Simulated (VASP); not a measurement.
OSZICAR of a VASP run on As (a7):

OSZICAR:
```
       N       E                     dE             d eps       ncg     rms          rms(c)
DAV:   1     0.275608754781E+02    0.27561E+02   -0.41542E+03  8576   0.869E+02
DAV:   2    -0.908819413042E+01   -0.36649E+02   -0.35557E+02 13142   0.119E+02
DAV:   3    -0.102363950276E+02   -0.11482E+01   -0.11454E+01 10004   0.252E+01
DAV:   4    -0.102424061458E+02   -0.60111E-02   -0.60075E-02 10558   0.187E+00
DAV:   5    -0.102424215258E+02   -0.15380E-04   -0.15379E-04  9942   0.847E-02    0.326E+00
DAV:   6    -0.102259240151E+02    0.16498E-01   -0.42932E-03  9446   0.476E-01    0.194E+00
DAV:   7    -0.102165615204E+02    0.93625E-02   -0.94466E-03  9226   0.725E-01    0.680E-02
DAV:   8    -0.102165904571E+02   -0.28937E-04   -0.21097E-04  8906   0.114E-01    0.221E-02
DAV:   9    -0.102166018912E+02   -0.11434E-04   -0.23373E-05 10344   0.374E-02    0.766E-03
DAV:  10    -0.102166012191E+02    0.67209E-06   -0.27618E-06  9908   0.109E-02    0.232E-03
DAV:  11    -0.102166011352E+02    0.83843E-07   -0.27056E-07  8609   0.401E-03
   1 F= -.10216601E+02 E0= -.10216605E+02  d E =-.102166E+02
       N       E                     dE             d eps       ncg     rms          rms(c)
DAV:   1    -0.102167234395E+02   -0.12222E-03   -0.49569E-03  8966   0.444E-01    0.184E-02
DAV:   2    -0.102167327495E+02   -0.93100E-05   -0.13817E-04 10306   0.897E-02    0.549E-03
DAV:   3    -0.102167326634E+02    0.86052E-07   -0.16187E-06 10025   0.906E-03    0.265E-03
DAV:   4    -0.102167328876E+02   -0.22422E-06   -0.29153E-07  9909   0.332E-03    0.743E-04
DAV:   5    -0.102167329505E+02   -0.62875E-07   -0.11719E-08  4418   0.898E-04
   2 F= -.10216733E+02 E0= -.10216735E+02  d E =-.131815E-03
       N       E                     dE             d eps       ncg     rms          rms(c)
DAV:   1    -0.102167462947E+02   -0.13407E-04   -0.92042E-04  8971   0.191E-01    0.789E-03
DAV:   2    -0.102167481435E+02   -0.18488E-05   -0.25564E-05 10299   0.386E-02    0.234E-03
DAV:   3    -0.102167482182E+02   -0.74640E-07   -0.29981E-07  9977   0.390E-03
   3 F= -.10216748E+02 E0= -.10216749E+02  d E =-.147083E-03
```

Task: Which electronic solver shows in the log?

Result: It is blocked Davidson (ALGO = Normal, or the opening steps of other solvers). The INCAR had ALGO = Normal.

Task: Can the final energy be trusted as converged?

Result: The run converged. It stopped with EDIFF = 1E-7, NELM = 100, NSW = 30 and EDIFFG = -0.01 after 3 ionic steps (PBEsol GGA, plane waves, VASP's PBE PAW potentials (set 64)).

The compound is As in the a7 structure. This cell was strained or had an atom moved on purpose. Symmetry was kept, so distortions that lower it aren't found.
